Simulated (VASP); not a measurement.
All values below come from PBE GGA, VASP's PBE PAW potentials (set 64) (plane waves; VASP).

The input files of a VASP run:

File POSCAR:
```
NaF
1
    0.0000000000     2.2858950000     2.2858950000
    2.2858950000     0.0000000000     2.2858950000
    2.2858950000     2.2858950000     0.0000000000
Na F
1 1
Direct
 -0.0009370000  -0.0013100000  -0.0037460000
  0.5009370000   0.5013100000   0.5037460000
```

KPOINTS:
```
Regular mesh
0
G
8 8 8
0.5 0.5 0.5
```

INCAR:
```
# general
SYSTEM = NaF
PREC   = Accurate
ENCUT  = 280   # plane-wave cut-off (eV)
LREAL  = .FALSE.   # projection in real space or not
LASPH  = .TRUE.

# electronic loop
EDIFF  = 1E-04   # SCF stop (eV)
NELM   = 100   # most electronic steps
ALGO   = Normal   # blocked Davidson

# smearing
ISMEAR = 0   # Gaussian
SIGMA  = 0.01   # width (eV)

# functional
GGA    = PE   # PBE

# ions
ISIF   = 2

# output
LWAVE  = .FALSE.
LCHARG = .FALSE.
```

POTCAR, in this order: Na_pv F (PBE.64 set). Program: vasp_std.

The run wrote:

File OUTCAR:
```
 ion  position               nearest neighbor table
   1  0.999  0.999  0.996-   2 2.26   2 2.26   2 2.28   2 2.30   2 2.31   2 2.31
   2  0.501  0.501  0.504-   1 2.26   1 2.26   1 2.28   1 2.30   1 2.31   1 2.31
  LATTYP: Found a face centered cubic cell.
 ALAT       =     4.5717900000
 Subroutine PRICEL returns:
 Original cell was already a primitive cell.
 Subroutine GETGRP returns: Found  1 space group operations
The static configuration has the point symmetry C_1 .
The dynamic configuration has the point symmetry C_1 .
 Subroutine INISYM returns: Found  1 space group operations
 Subroutine IBZKPT returns following result:
 Found   1024 irreducible k-points:

 Following reciprocal coordinates:
            Coordinates               Weight
  0.062500  0.062500  0.062500      2.000000
  0.062500  0.000000  0.000000      2.000000
  0.000000  0.000000 -0.062500      2.000000
  0.000000  0.062500  0.000000      2.000000
  0.187500  0.062500  0.062500      2.000000
  0.062500  0.187500  0.062500      2.000000
  0.062500  0.062500  0.187500      2.000000
  0.062500  0.000000 -0.125000      2.000000
  0.187500  0.125000  0.125000      2.000000
  0.062500 -0.125000  0.000000      2.000000
  0.000000  0.125000 -0.062500      2.000000
  0.125000  0.000000 -0.062500      2.000000
 -0.125000 -0.125000 -0.187500      2.000000
  0.125000  0.187500  0.125000      2.000000
  0.000000  0.062500 -0.125000      2.000000
 -0.125000  0.062500  0.000000      2.000000
  0.312500  0.062500  0.062500      2.000000
  0.062500  0.312500  0.062500      2.000000
  0.062500  0.062500  0.312500      2.000000
  0.062500  0.000000 -0.250000      2.000000
  0.312500  0.250000  0.250000      2.000000
  0.062500 -0.250000  0.000000      2.000000
  0.000000  0.250000 -0.062500      2.000000
  0.250000  0.000000 -0.062500      2.000000
...
```

OSZICAR:
```
       N       E                     dE             d eps       ncg     rms          rms(c)
DAV:   1     0.681002156717E+02    0.68100E+02   -0.62169E+03 25301   0.105E+03
DAV:   2    -0.640940493123E+01   -0.74510E+02   -0.70831E+02 23651   0.274E+02
DAV:   3    -0.915179553748E+01   -0.27424E+01   -0.27378E+01 26050   0.552E+01
DAV:   4    -0.916976542517E+01   -0.17970E-01   -0.17968E-01 24460   0.477E+00
DAV:   5    -0.916992303191E+01   -0.15761E-03   -0.15761E-03 26074   0.440E-01    0.436E+00
DAV:   6    -0.871712995385E+01    0.45279E+00   -0.98834E-01 29136   0.109E+01    0.267E+00
DAV:   7    -0.866248992516E+01    0.54640E-01   -0.29636E-02 24895   0.348E+00    0.134E+00
DAV:   8    -0.866098902611E+01    0.15009E-02   -0.25801E-02 22549   0.337E+00    0.840E-02
DAV:   9    -0.866188187511E+01   -0.89285E-03   -0.28377E-03 25033   0.555E-01    0.371E-02
DAV:  10    -0.866185030370E+01    0.31571E-04   -0.13302E-04 15920   0.180E-01
   1 F= -.86618503E+01 E0= -.86618503E+01  d E =-.955108E-24
```

OUTCAR:
```
------------------------ aborting loop because EDIFF is reached ----------------------------------------
  FORCE on cell =-STRESS in cart. coord.  units (eV):
  Direction    XX          YY          ZZ          XY          YZ          ZX
  --------------------------------------------------------------------------------------
  Total      -10.4879799    -10.4895759    -10.4969601     -0.0024812     -0.0008674     -0.0009753
  in kB     -703.4020049   -703.5090430   -704.0042834     -0.1664101     -0.0581742     -0.0654124
  external PRESSURE =    -703.6384438 kB  Pullay stress =       0.0000000 kB
  volume of cell :       23.89
      direct lattice vectors                 reciprocal lattice vectors
     0.000000000  2.285895000  2.285895000    -0.218732706  0.218732706  0.218732706
     2.285895000  0.000000000  2.285895000     0.218732706 -0.218732706  0.218732706
     2.285895000  2.285895000  0.000000000     0.218732706  0.218732706 -0.218732706
  FREE ENERGIE OF THE ION-ELECTRON SYSTEM (eV)
  ---------------------------------------------------
  free  energy   TOTEN  =        -8.6618503037 eV

  energy  without entropy=       -8.6618503037  energy(sigma->0) =       -8.66185030
```
(Selected blocks of OUTCAR.)

At this cut-off the stress carries a Pulay error, which pulls relaxed volumes low.

The structure comes from a computed database's NaF entry; how it stands against other phases isn't given here. The cell was not relaxed at this level, atoms are displaced from their ideal sites. The run is one of a series of settings (EDIFF = 1E-04, ENCUT = 280, KPOINTS 8×8×8 Γ-centred mesh shifted by (0.5, 0.5, 0.5) against the base run), some of them coarse on purpose.
